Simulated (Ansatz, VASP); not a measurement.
# Cross-check of C between VASP and Ansatz

One calculation is typed for both programs; each brings its own data sets and cutoff. How far apart do they land?

Main program and level: Ansatz 0.2.0; plane waves, with VASP 6.6.1 beside it; relaxation of cell and atoms at PBE.

## (1) Starting point

The structure is cubic, space group Fd-3m (No. 227). The conventional cell has a = 3.570 Å, b = 3.570 Å, c = 3.570 Å, α = 90.00°, β = 90.00°, γ = 90.00°. C has 4 C at 1.55 Å nearest.

Coordinates:

```
C
1.0
     0.00000    1.78500    1.78500
     1.78500    0.00000    1.78500
     1.78500    1.78500    0.00000
C
2
Direct
  0.00000 0.00000 0.00000
  0.25000 0.25000 0.25000
```

## (2) VASP: relaxation of cell and atoms, PBE

The relaxed volume is the usual yardstick between codes: its relative difference is about their pressure difference at one cell divided by the bulk modulus.

Lines of VASP's logs that name or quote its potential files are left out, and so is its time.

INCAR reads:

```
SYSTEM = C
PREC = Accurate
ENCUT = 520
EDIFF = 1E-06
NELM = 120
ISMEAR = 0
SIGMA = 0.03
LREAL = .FALSE.
ALGO = Normal
GGA = PE
NBANDS = 10
LORBIT = 11
LWAVE = .FALSE.
LCHARG = .FALSE.
KPAR = 4
IBRION = 2
NSW = 40
ISIF = 3
EDIFFG = -0.02
POTIM = 0.4
```

POSCAR reads:

```
C
1.0
    0.0000000000      1.7850000000      1.7850000000
    1.7850000000      0.0000000000      1.7850000000
    1.7850000000      1.7850000000      0.0000000000
C
2
Direct
    0.0000000000      0.0000000000      0.0000000000
    0.2500000000      0.2500000000      0.2500000000
```

KPOINTS reads:

```
Automatic mesh
0
Gamma
9 9 9
0 0 0
```

PAW data sets: C (PBE family, release 64).

Run with:

```console
mpirun -np 4 vasp_std
```

Numbers of over 12 decimals in the logs are rounded to 6 here.

Output:

```text
[banner, memory and clock lines left out]
running    4 mpi-ranks, on    1 nodes
 distrk:  each k-point on    1 cores,    4 groups
 distr:  one band on    1 cores,    1 groups

 POSCAR found type information on POSCAR C
 POSCAR found :  1 types and       2 ions
 LDA part: xc-table for (Slater+PW92), standard interpolation
 POSCAR, INCAR and KPOINTS ok, starting setup
 FFT: planning ... GRIDC
 FFT: planning ... GRID_SOFT
 FFT: planning ... GRID
 WAVECAR not read
 entering main loop
       N       E                     dE             d eps       ncg     rms          rms(c)
DAV:   1    -0.128423942888E+01   -0.12842E+01   -0.50351E+03   732   0.795E+02
DAV:   2    -0.185018291641E+02   -0.17218E+02   -0.16581E+02  1002   0.120E+02
DAV:   3    -0.188183479407E+02   -0.31652E+00   -0.31547E+00   832   0.129E+01
DAV:   4    -0.188190328365E+02   -0.68490E-03   -0.68486E-03   770   0.664E-01
DAV:   5    -0.188190338308E+02   -0.99431E-06   -0.99434E-06   800   0.233E-02    0.554E+00
DAV:   6    -0.183435992065E+02    0.47543E+00   -0.26532E-01   730   0.386E+00    0.331E+00
DAV:   7    -0.181836062763E+02    0.15999E+00   -0.32127E-01   762   0.430E+00    0.754E-01
DAV:   8    -0.181853413837E+02   -0.17351E-02   -0.77304E-03   738   0.706E-01    0.430E-02
DAV:   9    -0.181853783386E+02   -0.36955E-04   -0.64231E-05   844   0.686E-02    0.238E-02
DAV:  10    -0.181853982031E+02   -0.19865E-04   -0.15625E-05   722   0.379E-02    0.508E-03
DAV:  11    -0.181853982434E+02   -0.40235E-07   -0.20245E-07   634   0.447E-03
   1 F= -.18185398E+02 E0= -.18185398E+02  d E =-.181854E+02
 curvature:   0.00 expect dE= 0.000E+00 dE for cont linesearch  0.000E+00
 trial: gam= 0.00000 g(F)=  0.531E-48 g(S)=  0.455E-03 ort = 0.000E+00 (trialstep = 0.100E+01)
 search vector abs. value=  0.455E-03
 bond charge predicted
       N       E                     dE             d eps       ncg     rms          rms(c)
DAV:   1    -0.181855650814E+02   -0.16688E-03   -0.72401E-03   748   0.746E-01    0.771E-02
DAV:   2    -0.181854825974E+02    0.82484E-04   -0.85271E-05   746   0.788E-02    0.432E-02
DAV:   3    -0.181854464182E+02    0.36179E-04   -0.55193E-05   750   0.543E-02    0.619E-03
DAV:   4    -0.181854462721E+02    0.14619E-06   -0.69406E-07   514   0.791E-03
   2 F= -.18185446E+02 E0= -.18185446E+02  d E =-.480287E-04
 trial-energy change:   -0.000048  1 .order   -0.000048   -0.000455    0.000358
 step:   0.5596(harm=  0.5596)  dis= 0.00000  next Energy=   -18.185526 (dE=-0.127E-03)
 bond charge predicted
       N       E                     dE             d eps       ncg     rms          rms(c)
DAV:   1    -0.181855459276E+02   -0.99509E-04   -0.13931E-03   748   0.327E-01    0.339E-02
DAV:   2    -0.181855304898E+02    0.15438E-04   -0.16430E-05   746   0.345E-02    0.190E-02
DAV:   3    -0.181855245031E+02    0.59867E-05   -0.10590E-05   748   0.238E-02    0.266E-03
DAV:   4    -0.181855245426E+02   -0.39499E-07   -0.13164E-07   350   0.346E-03
   3 F= -.18185525E+02 E0= -.18185525E+02  d E =-.126299E-03
 curvature:  -0.28 expect dE=-0.382E-08 dE for cont linesearch -0.382E-08
 trial: gam=-0.00545 g(F)=  0.895E-47 g(S)=  0.136E-07 ort = 0.249E-05 (trialstep = 0.912E+00)
 search vector abs. value=  0.100E-09
 reached required accuracy - stopping structural energy minimisation
```

Parts of OUTCAR (step 2):

```text
ion  position               nearest neighbor table
   1  0.000  0.000  0.000-   2 1.55   2 1.55   2 1.55   2 1.55
   2  0.250  0.250  0.250-   1 1.55   1 1.55   1 1.55   1 1.55

  LATTYP: Found a face centered cubic cell.
 ALAT       =     3.5700000000

 Subroutine GETGRP returns: Found 48 space group operations
 (whereof 24 operations were pure point group operations)

The static configuration has the point symmetry T_d .
 The point group associated with its full space group is O_h .

 Found     35 irreducible k-points:

   k-points           NKPTS =     35   k-points in BZ     NKDIM =     35   number of bands    NBANDS=     10

   dimension x,y,z NGX =    20 NGY =   20 NGZ =   20
   dimension x,y,z NGXF=    40 NGYF=   40 NGZF=   40

   ENCUT  =  520.0 eV  38.22 Ry    6.18 a.u.   4.69  4.69  4.69*2*pi/ulx,y,z

   NELECT =       8.0000    total number of electrons

 k-points in reciprocal lattice and weights: Automatic mesh
   0.00000000  0.00000000  0.00000000       0.001
   0.11111111  0.00000000  0.00000000       0.011
   0.22222222  0.00000000  0.00000000       0.011
   0.33333333  0.00000000  0.00000000       0.011
   0.44444444  0.00000000  0.00000000       0.011
   0.11111111  0.11111111  0.00000000       0.008
   0.22222222  0.11111111  0.00000000       0.033
   0.33333333  0.11111111  0.00000000       0.033
   0.44444444  0.11111111  0.00000000       0.033
[...]
-0.33333333  0.44444444  0.11111111       0.033
  -0.33333333  0.44444444  0.22222222       0.033

 average (electrostatic) potential at core
       1 -45.4633       2 -45.4633

 E-fermi :   9.9052

 k-point     1 :       0.0000    0.0000    0.0000
  band No.  band energies     occupation
      1     -11.7529      2.00000
      2       9.6490      2.00000
      3       9.6490      2.00000
      4       9.6490      2.00000
      5      15.2235      0.00000
      6      15.2235      0.00000
      7      15.2235      0.00000
      8      22.8527      0.00000
      9      28.8716      0.00000
    ...

 k-point     2 :       0.1111    0.0000    0.0000
  band No.  band energies     occupation
      1     -11.4125      2.00000
      2       7.6618      2.00000
      3       9.1169      2.00000
      4       9.1169      2.00000
      5      15.9237      0.00000
      6      15.9237      0.00000
      7      16.3100      0.00000
      8      23.1524      0.00000
      9      29.4058      0.00000
    ...

 k-point     3 :       0.2222    0.0000    0.0000
  band No.  band energies     occupation
      1     -10.3995      2.00000
      2       4.0316      2.00000
      3       8.1416      2.00000
      4       8.1416      2.00000
      5      17.1600      0.00000
      6      17.1600      0.00000
      7      17.5392      0.00000
      8      23.9577      0.00000
      9      30.1902      0.00000
    ...

  Total        0.0004855      0.0004855      0.0004855     -0.0000000      0.0000000      0.0000000
  in kB        0.0681925      0.0681925      0.0681925     -0.0000000      0.0000000      0.0000000
  external PRESSURE =       0.0681925 kB  Pullay stress =       0.0000000 kB

  energy-cutoff  :      520.00
  volume of cell :       11.41
      direct lattice vectors                 reciprocal lattice vectors
     0.000000000  1.786708923  1.786708923    -0.279844128  0.279844128  0.279844128
     1.786708923 -0.000000000  1.786708923     0.279844128 -0.279844128  0.279844128
     1.786708923  1.786708923  0.000000000     0.279844128  0.279844128 -0.279844128

 POSITION                                       TOTAL-FORCE (eV/Angst)
 -----------------------------------------------------------------------------------
      0.00000     -0.00000      0.00000        -0.000000     -0.000000     -0.000000
      0.89335      0.89335      0.89335         0.000000      0.000000      0.000000
 -----------------------------------------------------------------------------------
    total drift:                                0.000000      0.000000      0.000000

  FREE ENERGIE OF THE ION-ELECTRON SYSTEM (eV)
  ---------------------------------------------------
  free  energy   TOTEN  =       -18.1855245426 eV

  energy  without entropy=      -18.1855245426  energy(sigma->0) =      -18.18552454

 reached required accuracy - stopping structural energy minimisation

 total charge
# of ion       s       p       d       tot
------------------------------------------
    1        0.828   1.742   0.000   2.570
    2        0.828   1.742   0.000   2.570
--------------------------------------------------
tot          1.657   3.484   0.000   5.141

[... 3 further parts left out ...]
```

## (3) Ansatz: relaxation of cell and atoms, PBE

Ansatz runs on its default PAW (the set named soft_2) files.

The same cell, functional, mesh and smearing now go to Ansatz, which takes its cutoff from its data sets.

input.yaml reads:

```yaml
crystal:
  lattice:
    - [0.0, 1.785, 1.785]
    - [1.785, 0.0, 1.785]
    - [1.785, 1.785, 0.0]
  atoms:
    - { symbol: C, position: [0.0, 0.0, 0.0] }
    - { symbol: C, position: [0.25, 0.25, 0.25] }
hamiltonian:
  xc: pbe
  pseudopotentials: { kind: paw }
kpoints:
  mp_grid: { grid: [9, 9, 9] }
scf:
  occupations: { method: gaussian, width: 0.03 }
relax:
  f_tol: 0.01
  max_steps: 60
  cell: { stress_tol: 0.05 }
output:
  forces: true
  stress: true
  write_density: true
  write_potential: true
  elf: true
  volumetric_format: npy
```

Run with:

```console
ansatz run input.yaml --threads 4 --pin off --max-ram 9216MiB --backend cpu --events-out ev --progress --plain --runs-dir out
```

Output:

```text
Engine: ansatz 0.2.0, x86_64-unknown-linux-gnu
Pseudopotentials: kind: paw
Pseudopotential: C, paw, valence charge 4, recommended cutoff 420 eV (normal), C.paw.azcp
Functional definition: PBE
  parameter kappa = 0.804
  parameter beta = 0.066725
  exchange = pbe_x(kappa = kappa, mu = beta*pi^2/3)
  correlation = pbe_c(beta = beta)
Crystal: 2 atoms, lattice volume = 11.375 Å³
Basis set: ecut = 420 eV, 229 PW (Γ), exchange–correlation on 36×36×36 points (8 copies of the dense FFT grid, shifted against one another)
Bands: 8, of which v1, the nominal top of the filled ones, is band 4 counted from 1 (3 counted from 0)
Symmetry: 48 space group operations
Space group: Fd-3m (ITA 227), of the structure as read, at distance tolerance 2.2e-5 Å
k-points: 35 of 729
Non-local potential: C, projectors of the file, l = 0: 2, l = 1: 2, l = 2: 1
PAW form: soft (Blöchl's): semilocal exchange-correlation on the pseudo side does not see the compensation charge
PAW one-centre angular grid: C, 110 points (default); XC on 64 Gauss nodes
Initial density: superposition of atomic densities (neutral atoms: chi_scale 0, normalization atom), corrected by the library's trained network
Initial wavefunctions: pseudopotential atomic-orbital guess
Functional: x = pbe(κ = 0.804, μ = 0.219515), c = pbe(β = 0.066725)
SCF iter   1: F=—  HF=-501.615227 eV  |F-HF|=—  |Δ(HF+E_count)|=         —  Δρ=1.78e-3  dr2=1.03e-4  ethr=1.77e-3  ⟨swp⟩=5.1  Hψ=1838  notcnv=0
preconditioner: auto → none  [insulator: Δε(μ)=4.162 eV  Ē_g=19.591 eV  σ=0.030 eV  W_gap=1.00  n_scr=0 (ndim 8)  ℏωp=31.1 eV  f_vac=0.000  D(μ)=0.00/eV (n_scr^D=0)  ε∞_Penn≈3.5]
SCF iter   2: F=—  HF=-501.615326 eV  |F-HF|=—  |Δ(HF+E_count)|=   9.86e-5  Δρ=9.15e-4  dr2=2.77e-5  ethr=1.29e-6  ⟨swp⟩=2.0  Hψ=679  notcnv=0
SCF iter   3: F=—  HF=-501.615376 eV  |F-HF|=—  |Δ(HF+E_count)|=   5.02e-5  Δρ=1.34e-4  dr2=1.31e-6  ethr=3.46e-7  ⟨swp⟩=2.1  Hψ=416  notcnv=0
SCF iter   4: F=—  HF=-501.615376 eV  |F-HF|=—  |Δ(HF+E_count)|=   4.48e-7  Δρ=5.91e-5  dr2=2.16e-7  ethr=1.64e-8  ⟨swp⟩=1.7  Hψ=355  notcnv=0
iter 5 did not close the SCF: its close was put off for the readings that it lacked (scf_convergence_deferred on its scf_iter line)
SCF iter   5: F=-501.615376 eV  HF=-501.615376 eV  |F-HF|=2.02e-10  |Δ(HF+E_count)|=   1.63e-8  Δρ=2.56e-6  dr2=2.68e-10  ethr=2.69e-9  ⟨swp⟩=2.5  Hψ=421  notcnv=0
SCF iter   6: F=-501.615376 eV  HF=-501.615376 eV  |F-HF|=6.71e-12  |Δ(HF+E_count)|=  4.11e-10  Δρ=2.81e-7  dr2=2.51e-12  ethr=3.34e-12  ⟨swp⟩=4.1  Hψ=1186  notcnv=0
SCF 1 converged in 6 iterations: F = -501.615376 eV  dr2 = 2.51e-12
  greatest PAW one-centre occupation: 0.643 electrons in one spin orbital (limit 2), on the C atom at site 1 (counted from 0), in its partial waves of l = 0
relax step   1: F+E_penalty+E_count = -501.61537561 eV  Δ(F+E_penalty+E_count) = +0.000e0 eV  max|allowed force component| = 4.626e-17 eV/Å  Δτ_max = 0.0000 Å  P = +0.579 GPa  Ω = 11.375 Å³  (6 SCF iters, accepted)
[...]
relax step   2: F+E_penalty+E_count = -501.61533867 eV  Δ(F+E_penalty+E_count) = +3.694e-5 eV  max|allowed force component| = 2.220e-16 eV/Å  Δτ_max = 0.0000 Å  P = +0.223 GPa  Ω = 11.384 Å³  energy of the carried Pulay correction = -5.973e-5 eV  (6 SCF iters, dr2 threshold 2.00e-7 eV, accepted)
[...]
relax step   3: F+E_penalty+E_count = -501.61530518 eV  Δ(F+E_penalty+E_count) = +3.349e-5 eV  max|allowed force component| = 1.897e-16 eV/Å  Δτ_max = 0.0000 Å  P = +0.000 GPa  Ω = 11.390 Å³  energy of the carried Pulay correction = -9.722e-5 eV  (6 SCF iters, dr2 threshold 1.25e-7 eV, accepted)
[...]
relax step   4: F+E_penalty+E_count = -501.61551786 eV  Δ(F+E_penalty+E_count) = -2.127e-4 eV  max|allowed force component| = 3.215e-16 eV/Å  Δτ_max = 0.0000 Å  P = +0.018 GPa  Ω = 11.390 Å³  stress off target by 1.77e-2 GPa  SCF on the basis re-selected at this cell (its energy is not comparable with the rows above)  (7 SCF iters)
basis re-selected at this cell: Δ(F+E_penalty+E_count) = -2.127e-4 eV, ΔP = +0.017 GPa vs the last step (what re-selecting the basis moved, of the pressure what is left beyond the Pulay correction that the steps carried, after the strain that the cell walked since its last selection, with what the two solves' SCF thresholds leave and, on support functions, any second-order correction that the steps lacked; it is no m [...]
SCF converged after 7 iterations
Free energy (F): -501.615518 eV
Harris-Foulkes:  -501.615518 eV  (|F-HF|=0.00e0)
Internal energy: -501.615518 eV  (E = F + TS)
E sigma→0 (E₀):  -501.615518 eV
Fermi energy:    15.319259 eV
--- Per-component energies (eV) ---
  E_band       = 34.323742
  E_kinetic    = 184.259609
  E_local      = -122.697310  (includes V_loc(G=0)·N_el)
  E_nonlocal   = 53.267514
  E_hartree    = 26.825944
  E_xc         = -97.358900
  E_vxc        = -120.861826  (∫ρ·V_xc dr)
  E_paw        = -198.419605  (= ΣΔE_a)
  E_vpaw       = -13.296151  (= ΣTr[D̂ρ^β])
  E_aug_tail   = 0.000018  (compensation charges beyond the density's cutoff)
  E_ewald      = -347.492787
  E_smearing   = -0.000000  (= −TS)
  E_closure    = 0.000000  (closes the sum)
  Σ components = -501.615518   (vs F -501.615518, Δ=0.00e0)
--- Forces (eV/Å), atoms counted from 1 ---
  atom   1  C     -0.00000000    -0.00000000    -0.00000000
  atom   2  C      0.00000000     0.00000000     0.00000000
  max |Σ_I F_I| component: 8.79e-17 eV/Å
--- Stress (GPa, compression-positive) ---
        0.017676       0.000000      -0.000000
        0.000000       0.017676      -0.000000
       -0.000000      -0.000000       0.017676
  P = ⅓ Tr σ = 0.0177 GPa (0.177 kbar)
--- Band table (eV; the first three rows and the last of 35) ---
  k-point 0: bands = ["-8.1811", "13.2440", "13.2440", "13.2440", "18.8265", "18.8265", "18.8265", "26.4298"]
  k-point 1: bands = ["-7.8405", "11.2523", "12.7085", "12.7085", "19.5273", "19.5273", "19.9141", "26.7300"]
  k-point 2: bands = ["-6.8269", "7.6175", "11.7300", "11.7300", "20.7651", "20.7651", "21.1424", "27.5401"]
  k-point 34: bands = ["0.0332", "2.2378", "4.6340", "5.9349", "23.1356", "23.2887", "25.1690", "27.2023"]
--- Relaxed structure (3 steps of the walk, 3 accepted, 1 SCFs on fresh bases) ---
  F+E_penalty+E_count = -501.61551786 eV   max|allowed force component| = 3.215e-16 eV/Å   (the final SCF, on the basis selected at the relaxed cell)
  cell:  # Å, volume = 11.3896 Å³
    - [0, 1.785775, 1.785775]
    - [1.785775, 0, 1.785775]
    - [1.785775, 1.785775, 0]
  atoms:
    - { symbol: C, position: [0, 0, 0] }
    - { symbol: C, position: [0.25, 0.25, 0.25] }
```

Wall time 1.9 s (4 threads of Intel Xeon Platinum 8375C at 2.90GHz (Ice Lake), shared host); peak memory 0.32 GiB; 2.8 s of CPU time.

## (4) Differences

Known differences besides the potentials themselves: both relaxations stop at a tolerance, which leaves soft axes loose, and VASP keeps its plane-wave basis; the cutoff is 420 eV in Ansatz and 520 eV in VASP; VASP leaves aspherical gradient terms in its spheres out (LASPH is not set), Ansatz keeps them; Ansatz adds a Pulay correction to the stress that steers its cell, VASP none. Total energies have different zeros and are not compared.

Compared:

```
                                         quantity  Ansatz   VASP  difference
                                      volume (Å³)   11.39  11.41     -0.16 %
edge a after relaxation, in the typed setting (Å)   2.526  2.527     -0.05 %
```

The walks stopped with 0.02 GPa left in Ansatz and 0.01 GPa in VASP; each walk ends within a tolerance, so the volume difference is uncertain by about these residues over the bulk modulus, most in soft cells.

## (5) Results

```json
{
  "difference in volume (relaxation of cell and atoms, PBE)": "-0.16 %"
}
```

The difference in volume is -0.16 % (relaxation of cell and atoms, PBE), within the 1.2 % picked in this series as the mark of a large difference, as far as the stopping tolerances let one tell. How closely two codes agree says nothing of how well the functional describes the real material.

[Lines on the potential files, build, host, timing and source positions are cut from VASP's logs without a mark.]

[Logs are printed without paths, hosts, clocks, repeated set-up lines and the standing remarks that a program may print on its own settings, such as how far it seeks lower states.]

[Hosts, paths, dates, database ids (printed as entryN), source tags and the programs' standing remarks are cut or masked in the printed files.]
